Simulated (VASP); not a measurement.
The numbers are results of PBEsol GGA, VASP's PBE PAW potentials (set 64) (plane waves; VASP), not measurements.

Input for VASP

### POSCAR
```
CuZn
1
    2.9124381893    -0.0000000000     0.0000000000
   -0.0000000000     2.9124381893    -0.0000000000
    0.0000000000    -0.0000000000     2.9124381893
Zn Cu
1 1
Direct
  0.5000000000   0.5000000000   0.5000000000
  0.0000000000   0.0000000000   0.0000000000
```

### KPOINTS
```
Automatic
0
gamma
  11 11 11
```

### INCAR
```
# general
SYSTEM  = CuZn
PREC    = Accurate
ENCUT   = 520
LREAL   = .FALSE.   # projection in real space or not
LASPH   = .TRUE.

# electronic loop
EDIFF   = 1E-6
NELM    = 100   # most electronic steps
ALGO    = Normal   # blocked Davidson
LMAXMIX = 4   # l cut-off of mixed one-centre charges

# smearing
ISMEAR  = 1
SIGMA   = 0.1

# functional
GGA     = PS

# ions
IBRION  = 2   # conjugate gradients
NSW     = 60   # most ionic steps
ISIF    = 3
EDIFFG  = -0.01   # ionic stop

# output
LWAVE   = .FALSE.
LCHARG  = .FALSE.
```

POTCAR, in this order: Zn Cu (PBE.64 set). Program: vasp_std.

The resulting files:

OSZICAR:
```
       N       E                     dE             d eps       ncg     rms          rms(c)
DAV:   1     0.109586563767E+03    0.10959E+03   -0.11521E+04  1752   0.256E+03
DAV:   2    -0.426164703845E+01   -0.11385E+03   -0.11086E+03  1687   0.329E+02
DAV:   3    -0.742653903522E+01   -0.31649E+01   -0.31384E+01  2072   0.730E+01
DAV:   4    -0.744638938572E+01   -0.19850E-01   -0.19848E-01  1883   0.526E+00
DAV:   5    -0.744664508696E+01   -0.25570E-03   -0.25570E-03  2169   0.633E-01    0.105E+01
DAV:   6    -0.718948759405E+01    0.25716E+00   -0.20609E+01  1839   0.122E+02    0.647E+00
DAV:   7    -0.610635396722E+01    0.10831E+01   -0.44560E+00  1806   0.127E+02    0.235E+00
DAV:   8    -0.611176510449E+01   -0.54111E-02   -0.25750E-01  2245   0.718E+00    0.135E+00
DAV:   9    -0.610060778587E+01    0.11157E-01   -0.21428E-02  2102   0.387E+00    0.730E-02
DAV:  10    -0.610057610931E+01    0.31677E-04   -0.52741E-04  2097   0.343E-01    0.225E-02
DAV:  11    -0.610058074032E+01   -0.46310E-05   -0.10523E-05  2147   0.426E-02    0.128E-02
DAV:  12    -0.610058026761E+01    0.47270E-06   -0.61552E-07  1219   0.315E-02
   1 F= -.61005803E+01 E0= -.61006269E+01  d E =-.610058E+01
```

File OUTCAR:
```
------------------------ aborting loop because EDIFF is reached ----------------------------------------
  FORCE on cell =-STRESS in cart. coord.  units (eV):
  Direction    XX          YY          ZZ          XY          YZ          ZX
  --------------------------------------------------------------------------------------
  Total       -0.0186186     -0.0186186     -0.0186186     -0.0000000      0.0000000     -0.0000000
  in kB       -1.2074982     -1.2074982     -1.2074982     -0.0000000      0.0000000     -0.0000000
  external PRESSURE =      -1.2074982 kB  Pullay stress =       0.0000000 kB
  volume of cell :       24.70
      direct lattice vectors                 reciprocal lattice vectors
     2.912438189  0.000000000  0.000000000     0.343354926  0.000000000  0.000000000
     0.000000000  2.912438189  0.000000000     0.000000000  0.343354926  0.000000000
     0.000000000  0.000000000  2.912438189     0.000000000  0.000000000  0.343354926
 POSITION                                       TOTAL-FORCE (eV/Angst)
 -----------------------------------------------------------------------------------
      1.45622      1.45622      1.45622         0.000000      0.000000      0.000000
      0.00000      0.00000      0.00000         0.000000      0.000000      0.000000
 -----------------------------------------------------------------------------------
    total drift:                                0.000000      0.000000     -0.000000
  FREE ENERGIE OF THE ION-ELECTRON SYSTEM (eV)
  ---------------------------------------------------
  free  energy   TOTEN  =        -6.1005802676 eV

  energy  without entropy=       -6.1007200184  energy(sigma->0) =       -6.10062685

 reached required accuracy - stopping structural energy minimisation
```
(Selected blocks of OUTCAR.)

OUTCAR:
```
 val. band max:        5.4721577558   @ k =   0.3636   0.2727   0.0909

 cond. band min:       5.6248344821   @ k =   0.4545   0.3636   0.3636


 Fermi energy:         5.6012109645

 k-point     1 :       0.0000    0.0000    0.0000
  band No.  band energies     occupation
      1      -4.9428      2.00000
      2      -2.2559      2.00000
      3      -2.2559      2.00000
      4      -1.5015      2.00000
      5      -1.5015      2.00000
      6      -1.5015      2.00000
      7       2.0172      2.00000
      8       2.0172      2.00000
      9       2.8952      2.00000
     10       2.8952      2.00000
     11       2.8952      2.00000
     12      11.9973      0.00000
     13      11.9973      0.00000
     14      11.9973      0.00000
     15      17.1589      0.00000

 k-point     2 :       0.0909    0.0000    0.0000
  band No.  band energies     occupation
      1      -4.7897      2.00000
      2      -2.2366      2.00000
      3      -2.2217      2.00000
      4      -1.5153      2.00000
      5      -1.5153      2.00000
      6      -1.4942      2.00000
      7       2.0066      2.00000
      8       2.0311      2.00000
      9       2.8417      2.00000
     10       2.8417      2.00000
     11       2.8886      2.00000
     12      10.6666      0.00000
     13      12.2328      0.00000
     14      12.2328      0.00000
     15      17.2384      0.00000

 k-point     3 :       0.1818    0.0000    0.0000
  band No.  band energies     occupation
      1      -4.3390      2.00000
      2      -2.1840      2.00000
      3      -2.1237      2.00000
      4      -1.5523      2.00000
      5      -1.5523      2.00000
      6      -1.4744      2.00000
      7       1.9774      2.00000
      8       2.0536      2.00000
      9       2.7049      2.00000
     10       2.7049      2.00000
     11       2.8708      2.00000
     12       8.3541      0.00000
     13      12.9134      0.00000
     14      12.9134      0.00000
     15      17.4807      0.00000
...
```

The compound is CuZn in the CsCl type structure. It was relaxed first. The start is the result of an earlier pass. The electron count is odd and the run is not spin-polarised, which forces a metal.
